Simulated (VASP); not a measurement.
Data:

```xyz
4
Lattice="5.8276 0.0000 0.0000 -2.9138 5.0468 0.0000 0.0000 0.0000 6.8577" Properties=species:S:1:pos:R:3 pbc="T T T"
Cs     0.0000     3.3646     6.4373
Cs     2.9138     1.6823     3.0084
Cl     0.0000     3.3646     2.9921
Cl     2.9138     1.6823     6.4210
```

Calculation: PBEsol GGA, VASP's PBE PAW potentials (set 64) (plane waves; VASP). Numerical set-up: 400 eV cut-off, Gaussian smearing of 0.050 eV, potentials Cs_sv Cl.

Unless said otherwise, spin-orbit coupling is left out, though it shifts the bands of the heavy elements here.

**Question.** Give the energies of bands 6 to 19 at the high-symmetry points, in eV from the valence-band maximum.

**Answer.** 
| band | Γ | M | K | A | L | H |
|---|---|---|---|---|---|---|
| 6 | -5.96 | -6.00 | -5.93 | -5.88 | -5.92 | -5.96 |
| 7 | -5.96 | -5.86 | -5.93 | -5.88 | -5.80 | -5.77 |
| 8 | -5.79 | -5.85 | -5.83 | -5.88 | -5.80 | -5.77 |
| 9 | -5.79 | -5.80 | -5.73 | -5.76 | -5.72 | -5.70 |
| 10 | -5.72 | -5.72 | -5.73 | -5.76 | -5.72 | -5.70 |
| 11 | -0.37 | -0.40 | -0.45 | -0.54 | -0.63 | -0.65 |
| 12 | -0.37 | -0.40 | -0.45 | -0.54 | -0.63 | -0.65 |
| 13 | -0.29 | -0.16 | -0.08 | -0.36 | -0.38 | -0.41 |
| 14 | -0.29 | -0.12 | -0.07 | -0.36 | -0.38 | -0.41 |
| 15 | -0.06 | -0.08 | -0.07 | -0.36 | -0.16 | -0.10 |
| 16 | 0.00 | -0.05 | -0.06 | -0.36 | -0.16 | -0.10 |
| 17 | 4.58 | 5.87 | 5.59 | 5.62 | 6.24 | 6.00 |
| 18 | 6.76 | 6.18 | 5.60 | 5.62 | 6.24 | 6.00 |
| 19 | 6.76 | 6.21 | 7.33 | 7.89 | 7.61 | 7.70 |

The gap is direct, 4.58 eV, from the valence maximum at Γ to the conduction minimum at Γ.

The structure was generated: CsCl was put into the wurtzite type (P6_3mc), which need not be its known phase. It was relaxed first, which changed the volume by -21 %.
